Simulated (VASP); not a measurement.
Input for VASP

**INCAR**
```
ALGO=Normal
EDIFF=1E-6
EDIFFG=-0.02
ENCUT=400
IBRION=2
ISIF=3
ISMEAR=1
LASPH=.TRUE.
LCHARG=.FALSE.
LMAXMIX=4
LMIXTAU=.TRUE.
LREAL=.FALSE.
LWAVE=.FALSE.
METAGGA=R2SCAN
NELM=100
NSW=60
PREC=Accurate
SIGMA=0.1
SYSTEM=TiSi
```

KPOINTS:
```
Regular mesh
0
Gamma
10 10 4
```

File POSCAR:
```
TiSi
1
    3.2655720741    -0.0000001097    -0.0000000000
   -1.6327857336     2.8280685229     0.0000000000
   -0.0000000000    -0.0000000000     6.9473684680
Ti Si
2 2
Direct
  0.0000000000   0.0000000000   0.0000000000
  0.0000000000   0.0000000000   0.5000000000
  0.3333330000   0.6666670000   0.2500000000
  0.6666670000   0.3333330000   0.7500000000
```

POTCAR, in this order: Ti_sv Si (PBE.64 set). Program: vasp_std.

Problem. Translate this r2SCAN calculation to Ansatz.

Solution. One equivalent input (not run):
Ansatz 0.2 input:
```yaml
crystal:
  lattice:
    - [3.2655721, -0.0000001, 0.0000000]
    - [-1.6327857, 2.8280685, 0.0000000]
    - [0.0000000, 0.0000000, 6.9473685]
  atoms:
    - { symbol: Ti, position: [0.0000000, 0.0000000, 0.0000000] }
    - { symbol: Ti, position: [0.0000000, 0.0000000, 0.5000000] }
    - { symbol: Si, position: [0.3333330, 0.6666670, 0.2500000] }
    - { symbol: Si, position: [0.6666670, 0.3333330, 0.7500000] }
kpoints:
  mp_grid: { grid: [10, 10, 4] }
hamiltonian:
  xc: r2scan
  pseudopotentials: { kind: paw }
scf:
  occupations: { method: methfessel_paxton, width: 0.1 }
  max_iter: 100
relax:
  max_steps: 60
  f_tol: 0.02
  cell: {}
output: { forces: true, stress: true, eigenvalues: true }
```
The two are equivalent in intent, not identical: each code has its own PAW files, so the cut-off isn't converted (ENCUT is set for VASP's; basis.ecutwfc is left out, and Ansatz then takes the one that its files recommend); Ansatz stops its SCF on the density residual and VASP on the energy change (EDIFF).

The structure was generated: TiSi was put into the NiAs type (P6_3/mmc), which need not be its known phase. This run relaxes it. Symmetry was kept, so distortions that lower it aren't found. The start is the result of an earlier pass.
